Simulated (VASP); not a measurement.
## Nd (relaxed from the bcc structure, space group Im-3m): computed properties

Method: r2SCAN meta-GGA, VASP's PBE PAW potentials (set 64) (plane waves; VASP 6.6.1).

```json
{
 "space_group": "Im-3m (229)",
 "cell": "a = b = c = 4.152 Å, α = β = γ = 90.00°",
 "volume_per_atom": "35.80 Å³/atom",
 "band gap (over mesh and band path)": "none (metal, semimetal or under 0.01 eV)",
 "density": "6.69 g/cm³"
}
```

Nd has the cubic space group Im-3m (No. 229), the bcc (W type) structure, Pearson symbol cI2. Lattice parameters: a = 4.152 Å, b = 4.152 Å, c = 4.152 Å, α = 90.00°, β = 90.00°, γ = 90.00°. Nd on 2a sees 8 Nd at 3.596 Å and 6 Nd at 4.152 Å. (Neighbours: up to the widest gap in distance over summed covalent radii, below 1.35, at either atom.)
(The calculation used a cell of 1 atom; values per cell refer to that cell.)

The 4f electrons are frozen in the core of the lanthanide potential, so 4f levels, which can set the real gap, and their magnetism are missing.

The structure was generated: Nd was put into the bcc type (Im-3m), which need not be its known phase. It was relaxed first. Symmetry was kept, so distortions that lower it aren't found.
